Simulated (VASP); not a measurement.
An input for Ansatz (written as the equivalent of a VASP run, and not itself run):

Ansatz 0.2 input:
```yaml
crystal:
  lattice:
    - [0.0000000, 3.4293144, 3.4293144]
    - [3.4293144, 0.0000000, 3.4293144]
    - [3.4293144, 3.4293144, 0.0000000]
  atoms:
    - { symbol: Cd, position: [1.0000000, 1.0000000, 0.0000000] }
    - { symbol: Te, position: [0.2500000, 0.2500000, 0.2500000] }
kpoints:
  mp_grid: { grid: [7, 7, 7] }
hamiltonian:
  xc: rpbe
  pseudopotentials: { kind: paw }
scf:
  occupations: { method: gaussian, width: 0.05 }
  max_iter: 100
output: { forces: true, stress: true, eigenvalues: true }
```

Translate this input to VASP (INCAR, KPOINTS, POSCAR, choice of POTCAR).

Several could match; the one computed here: 
INCAR:
```
SYSTEM=CdTe
PREC=Accurate; ENCUT=520; LREAL=F
LASPH=T
EDIFF=1E-7; NELM=100; ALGO=Normal
LMAXMIX=4
ISMEAR=0; SIGMA=0.05
GGA=RP
ISIF=2
LWAVE=F; LCHARG=F
```

**POSCAR**
```
CdTe
1
    0.0000000000     3.4293143963     3.4293143963
    3.4293143963     0.0000000000     3.4293143963
    3.4293143963     3.4293143963     0.0000000000
Cd Te
1 1
Direct
  1.0000000000   1.0000000000   0.0000000000
  0.2500000000   0.2500000000   0.2500000000
```

KPOINTS:
```
kpoints
0
gamma
  7 7 7
0 0 0
```

POTCAR, in this order: Cd Te (PBE.64 set). Program: vasp_std.

The two are equivalent in intent, not identical: each code has its own PAW files, so the cut-off isn't converted (ENCUT is set for VASP's; basis.ecutwfc is left out, and Ansatz then takes the one that its files recommend); Ansatz stops its SCF on the density residual and VASP on the energy change (EDIFF).

The compound is CdTe in the zinc blende structure. This cell is one point of a volume scan, at 1.06 of the reference volume.
